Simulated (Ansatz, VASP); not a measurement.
# Cross-check of HfN between VASP and Ansatz, part 2 of 2

Aim: how closely do two programs agree when they are given the same cell, functional and k mesh? The structure shown is the end of the Ansatz relaxation below.

VASP 6.6.1 and Ansatz 0.2.0.

So far. Step 3 (VASP: single point, PBEsol, pair 1): The run ends at a pressure of 8.37 GPa.

## Step 6: VASP: single point, PBEsol, pair 2

Level of this step: PBEsol; plane waves and PAW (Hf_pv, N) (VASP).

The same cell, functional, mesh and smearing now go to VASP, with its own data sets.

Input file INCAR:

```
SYSTEM = HfN
PREC = Accurate
ENCUT = 600
EDIFF = 1E-06
NELM = 120
ISMEAR = -1
SIGMA = 0.05
LREAL = .FALSE.
ALGO = Normal
GGA = PS
NBANDS = 21
LASPH = .TRUE.
LORBIT = 11
LWAVE = .FALSE.
LCHARG = .FALSE.
ISIF = 2
GGA_COMPAT = .FALSE.
KPAR = 2
```

Input file POSCAR:

```
HfN
1.0
    3.1512145500      0.0000000000      0.0000000000
    0.0000000000      3.1512145500      0.0000000000
    0.0000000000      0.0000000000      4.5156579066
Hf N
2 2
Direct
    0.0000000000      0.0000000000      0.0000000000
    0.5000000000      0.5000000000      0.5000000000
    0.0000000000      0.0000000000      0.5000000000
    0.5000000000      0.5000000000      0.0000000000
```

Input file KPOINTS:

```
Automatic mesh
0
Gamma
14 14 10
0 0 0
```

Potentials, in the order of the species: Hf_pv and N (PBE family, release 64).

The run is started by

```sh
mpirun -np 2 vasp_std
```

Numbers of over 12 decimals in the logs are rounded to 6 here.

The log of the run:

```text
[banner, memory and clock lines left out]
running    2 mpi-ranks, on    1 nodes
[...]
[... a notice as in an earlier step ...]

 LDA part: xc-table for (Slater+PW92), standard interpolation
 POSCAR, INCAR and KPOINTS ok, starting setup
[...]
entering main loop
       N       E                     dE             d eps       ncg     rms          rms(c)
DAV:   1     0.135867431537E+03    0.13587E+03   -0.18193E+04  9072   0.160E+03
DAV:   2    -0.438335927835E+02   -0.17970E+03   -0.17182E+03 11782   0.368E+02
DAV:   3    -0.513527703851E+02   -0.75192E+01   -0.74168E+01 11600   0.615E+01
DAV:   4    -0.514386082187E+02   -0.85838E-01   -0.85381E-01 11541   0.693E+00
[...]
DAV:  11    -0.459778088750E+02    0.60959E-04   -0.45859E-04 11109   0.160E-01    0.578E-02
DAV:  12    -0.459778062145E+02    0.26606E-05   -0.35743E-05 11605   0.436E-02    0.119E-01
DAV:  13    -0.459778061580E+02    0.56479E-07   -0.23777E-06  8522   0.115E-02
   1 F= -.45977806E+02 E0= -.45972034E+02  d E =-.115441E-01
```

From OUTCAR (step 6):

```text
  Total        1.5137338      1.5137338     -0.6278356      0.0000000     -0.0000000      0.0000000
  in kB       54.0857803     54.0857803    -22.4325957      0.0000000     -0.0000000      0.0000000
  external PRESSURE =      28.5796550 kB  Pullay stress =       0.0000000 kB

 POSITION                                       TOTAL-FORCE (eV/Angst)
 -----------------------------------------------------------------------------------
      0.00000      0.00000      0.00000        -0.000000     -0.000000     -0.000000
      1.57561      1.57561      2.25783         0.000000      0.000000      0.000000
      0.00000      0.00000      2.25783        -0.000000     -0.000000     -0.000000
      1.57561      1.57561      0.00000         0.000000      0.000000     -0.000000
 -----------------------------------------------------------------------------------
    total drift:                                0.000000      0.000000      0.000000

  FREE ENERGIE OF THE ION-ELECTRON SYSTEM (eV)
  ---------------------------------------------------
  free  energy   TOTEN  =       -45.9778061580 eV

  energy  without entropy=      -45.9662620119  energy(sigma->0) =      -45.97203408

[... 1 part as in an earlier step ...]

[... 2 further parts left out ...]
[key lines of the parts left out:]
E-fermi :   8.4466
```

The run ends at a pressure of 2.86 GPa.

## Step 7: Differences

What differs besides the data sets and the points named for the pairs above, as far as they apply: the data sets hold 62 valence electrons in Ansatz (on its PAW soft_1 files) and 30 in VASP. Total energies have different zeros and are not compared.

Both answers:

| quantity | Ansatz | VASP | difference |
| --- | --- | --- | --- |
| pressure (GPa) | 5.13 | 2.86 | +2.28 |

## Step 8: Ansatz: relaxation, PBEsol

This run makes the geometry at which the two programs are then compared. The cell compared in this pair holds 45.56 Å³, against 44.84 Å³ for the pair before.

The structure compared here is the end of the Ansatz relaxation.

Input file input.yaml:

```yaml
crystal:
  lattice:
    - [3.183045, 0.0, 0.0]
    - [0.0, 3.183045, 0.0]
    - [0.0, 0.0, 4.501505]
  atoms:
    - { symbol: Hf, position: [0.0, 0.0, 0.0] }
    - { symbol: Hf, position: [0.5, 0.5, 0.5] }
    - { symbol: "N", position: [1.0, 0.0, 0.5] }
    - { symbol: "N", position: [0.5, 0.5, 1.0] }
kpoints:
  mp_grid: { grid: [14, 14, 10] }
scf:
  occupations: { method: fermi_dirac, width: 0.05 }
hamiltonian:
  xc: pbesol
  pseudopotentials: { kind: paw, azcp: { folder: soft_1 }, xc_functional: pbe }
basis:
  ecutwfc: 600
output:
  forces: true
  stress: true
relax:
  f_tol: 0.005
  max_steps: 70
  cell: { stress_tol: 0.02, p_target: 0, fix: [a, b, alpha, beta, gamma] }
```

The run is started by

```sh
ansatz run input.yaml --threads 4 --pin off --max-ram 10240MiB --backend cpu --events-out ev --progress --plain --runs-dir out
```

The log of the run:

```text
[...]
Crystal: 4 atoms, lattice volume = 45.608 Å³
Basis set: ecut = 600 eV, 1489 PW (Γ), exchange–correlation on 54×54×72 points (8 copies of the dense FFT grid, shifted against one another)
Bands: 38, of which v1, the nominal top of the filled ones, is band 31 counted from 1 (30 counted from 0)
Symmetry: 32 space group operations
[...]
k-points: 216 of 1960
[...]
0.000000       0.000000       0.000272
  P = ⅓ Tr σ = 0.2768 GPa (2.768 kbar)
--- Relaxed structure (3 steps of the walk, 3 accepted, 1 SCFs on fresh bases) ---
[...]
cell:  # Å, volume = 45.5644 Å³
    - [3.183045, 0.0, 0.0]
    - [0.0, 3.183045, 0.0]
    - [0.0, 0.0, 4.497182]
  atoms:
    - { symbol: Hf, position: [0, 0.0, 0.0] }
    - { symbol: Hf, position: [0.5, 0.5, 0.5] }
    - { symbol: N, position: [1.0, 0, 0.5] }
    - { symbol: N, position: [0.5, 0.5, 1.0] }
[key lines of the parts left out:]
SCF converged after 5 iterations
Free energy (F): -31962.055770 eV
Fermi energy:    22.279524 eV
```

## Step 9: VASP: single point, PBEsol, pair 3

The same cell, functional, mesh and smearing now go to VASP, with its own data sets.

INCAR is that of step 6.

Input file POSCAR:

```
HfN
1.0
    3.1830450000      0.0000000000      0.0000000000
    0.0000000000      3.1830450000      0.0000000000
    0.0000000000      0.0000000000      4.4971819970
Hf N
2 2
Direct
    0.0000000000      0.0000000000      0.0000000000
    0.5000000000      0.5000000000      0.5000000000
    0.0000000000      0.0000000000      0.5000000000
    0.5000000000      0.5000000000      0.0000000000
```

KPOINTS is that of step 6.

The run is started by

```sh
mpirun -np 2 vasp_std
```

The log of the run:

```text
[... set-up lines as in an earlier step ...]
 entering main loop
       N       E                     dE             d eps       ncg     rms          rms(c)
DAV:   1     0.133854330629E+03    0.13385E+03   -0.18168E+04  9072   0.159E+03
DAV:   2    -0.438799288072E+02   -0.17773E+03   -0.16974E+03 11793   0.366E+02
DAV:   3    -0.513623151192E+02   -0.74824E+01   -0.73823E+01 11648   0.614E+01
DAV:   4    -0.514476496374E+02   -0.85335E-01   -0.84901E-01 11639   0.689E+00
[...]
DAV:  11    -0.459911300477E+02    0.36706E-04   -0.39830E-04 11103   0.154E-01    0.633E-02
DAV:  12    -0.459911270388E+02    0.30090E-05   -0.37404E-05 11770   0.429E-02    0.127E-01
DAV:  13    -0.459911266295E+02    0.40925E-06   -0.37491E-06  9307   0.137E-02
   1 F= -.45991127E+02 E0= -.45985688E+02  d E =-.108781E-01
```

Parts of OUTCAR (step 9):

```text
  Total       -0.5234603     -0.5234603     -0.6419575      0.0000000      0.0000000      0.0000000
  in kB      -18.4063786    -18.4063786    -22.5730797      0.0000000      0.0000000      0.0000000
  external PRESSURE =     -19.7952789 kB  Pullay stress =       0.0000000 kB

 POSITION                                       TOTAL-FORCE (eV/Angst)
 -----------------------------------------------------------------------------------
      0.00000      0.00000      0.00000        -0.000000     -0.000000      0.000000
      1.59152      1.59152      2.24859        -0.000000     -0.000000     -0.000000
      0.00000      0.00000      2.24859        -0.000000     -0.000000      0.000000
      1.59152      1.59152      0.00000         0.000000      0.000000      0.000000
 -----------------------------------------------------------------------------------
    total drift:                                0.000000      0.000000      0.000000

  FREE ENERGIE OF THE ION-ELECTRON SYSTEM (eV)
  ---------------------------------------------------
  free  energy   TOTEN  =       -45.9911266295 eV

  energy  without entropy=      -45.9802484939  energy(sigma->0) =      -45.98568756

[... 1 part as in an earlier step ...]

[... 2 further parts left out ...]
[key lines of the parts left out:]
E-fermi :   8.3037
```

The run ends at a pressure of -1.98 GPa.

## Step 10: Side by side

What differs besides the data sets and the points named for the pairs above, as far as they apply: the data sets hold 62 valence electrons in Ansatz (on its PAW soft_1 files) and 30 in VASP. Total energies have different zeros and are not compared.

The two programs side by side:

| quantity | Ansatz | VASP | difference |
| --- | --- | --- | --- |
| pressure (GPa) | 0.28 | -1.98 | +2.26 |

## Step 11: Outcome

```yaml
difference_in_pressure_single_point_pbesol_pair_1: 2.3 GPa
difference_in_pressure_single_point_pbesol_pair_2: 2.3 GPa
difference_in_pressure_single_point_pbesol_pair_3: 2.3 GPa
```

What this shows: The difference in pressure is 2.3 GPa (single point, PBEsol, pair 1), beyond the 1 GPa picked in this series as the mark of a large difference. The data sets hold unlike numbers of valence electrons (62 in Ansatz and 30 in VASP), so part of the differences comes from the potentials. What causes the difference of the single point, PBEsol, pair 1 pair stays open here. What causes the difference of the single point, PBEsol, pair 2 pair stays open here. What causes the difference of the single point, PBEsol, pair 3 pair stays open here. 3 further runs of this series are not shown here. How closely two codes agree says nothing of how well the functional describes the real material.

[Lines on the potential files, build, host, timing and source positions are cut from VASP's logs without a mark.]

[Logs are printed without paths, hosts, clocks, repeated set-up lines and the standing remarks that a program may print on its own settings, such as how far it seeks lower states.]

[Hosts, paths, dates, database ids (printed as entryN), source tags and the programs' standing remarks are cut or masked in the printed files.]
